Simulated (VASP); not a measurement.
Input:

```
CELL_PARAMETERS angstrom
      0.00000     2.35978     2.35978
      2.35978     0.00000     2.35978
      2.35978     2.35978     0.00000
ATOMIC_POSITIONS crystal
  Ca 0.00000 0.00000 0.00000
  O  0.50000 0.50000 0.50000
```

Computed with LDA (Ceperley-Alder, Perdew-Zunger), VASP's LDA PAW potentials (set 64) (plane waves; VASP 6.6.1). Run with 520 eV cut-off, 11×11×11 Γ-centred mesh, tetrahedra with Blöchl corrections, potentials Ca_sv O.

### Question
What does the run give for the energy per atom (σ→0)?

### Answer

* **energy per atom (σ→0)**: -7.111 eV/atom

The absolute energy has meaning only against runs of the same code, potentials and settings.

The compound is CaO in the rock salt structure. It was relaxed first, which changed the volume by -6 %.
